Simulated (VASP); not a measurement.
Here is the system:

```
Pt
1.0
    0.00000     1.96000     1.96000
    1.96000     0.00000     1.96000
    1.96000     1.96000     0.00000
Pt
1
Cartesian
  0.00000   0.00000   0.00000
```

The numbers are results of PBE GGA, VASP's PBE PAW potentials (set 64) (plane waves; VASP), not measurements. Numerical set-up: 480 eV cut-off, 14×14×14 Γ-centred mesh, first-order Methfessel-Paxton smearing of 0.10 eV, potentials Pt.

Energy and stress use the plane-wave basis of the starting cell.

Question: The ions, cell shape and volume are relaxed. What does this cell relax into?

Answer: 
```
Pt
1.0
    0.00000     1.98336     1.98336
    1.98336     0.00000     1.98336
    1.98336     1.98336     0.00000
Pt
1
Direct
  0.00000   0.00000   0.00000
```
Space group Fm-3m (225), at a tolerance of 0.03 Å.

Question: How do energy and volume change from the first to the last step?

Answer: The energy (σ→0) changes by -15.9 meV/atom and the volume by +3.6 %, in 4 ionic steps.

```
step  E(σ→0) (eV)  max force (eV/Å)  pressure (GPa)  volume (Å³)
----  -----------  ----------------  --------------  -----------
1         -6.0890             0.000            9.75        15.06
2         -6.0079             0.000          -18.07        17.15
3         -6.1048             0.000           -0.30        15.62
4         -6.1049             0.000           -0.03        15.60
```

The compound is Pt in the fcc structure. This run relaxes it. Symmetry was kept, so distortions that lower it aren't found.
